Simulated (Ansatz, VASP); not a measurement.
## CuSn3: VASP beside Ansatz

```xyz
8
Lattice="6.6667 0.0000 0.0000 -3.3334 5.7736 0.0000 0.0000 0.0000 5.0380" Properties=species:S:1:pos:R:3 pbc="T T T"
Sn    0.0000    1.9900    1.2595
Sn   -1.6100    4.7786    1.2595
Sn    1.6100    4.7786    1.2595
Sn    3.3334    3.7835    3.7785
Sn    4.9433    0.9950    3.7785
Sn    1.7234    0.9950    3.7785
Cu    0.0000    3.8490    3.7785
Cu    3.3334    1.9245    1.2595
```

Change from the starting cell: volume scaled by 1.02.

Alike in both runs: task single point; functional PBE; k mesh 5 × 5 × 6; occupations fermi-dirac, width 0.05 eV; no spin polarisation.

```csv
,VASP,Ansatz
version,VASP 6.6.1,Ansatz 0.2.0
potentials or method,"VASP PAW PBE potentials, release 64 (Sn_d, Cu)",Ansatz PAW
plane-wave cutoff (eV),520,420
valence electrons in the cell,106,122
```

Ansatz gave:

| Item | Value |
| --- | --- |
| gap on the k mesh at the Fermi level (eV) | none |
| pressure (GPa) | -0.8 |
| largest component of the traceless stress (GPa) | 0.20 |
| rms of the force components (eV/Å) | 0.121 |

Estimate VASP's values.

gap on the k mesh at the Fermi level (eV): none; pressure (GPa): -0.8; largest component of the traceless stress (GPa): 0.17; rms of the force components (eV/Å): 0.119.

Atom by atom the forces differ by 0.002 eV/Å (rms over components). A gap of «none» marks a metal or a gap that the smearing closes. The two sets of potentials don't hold the same shells in valence.
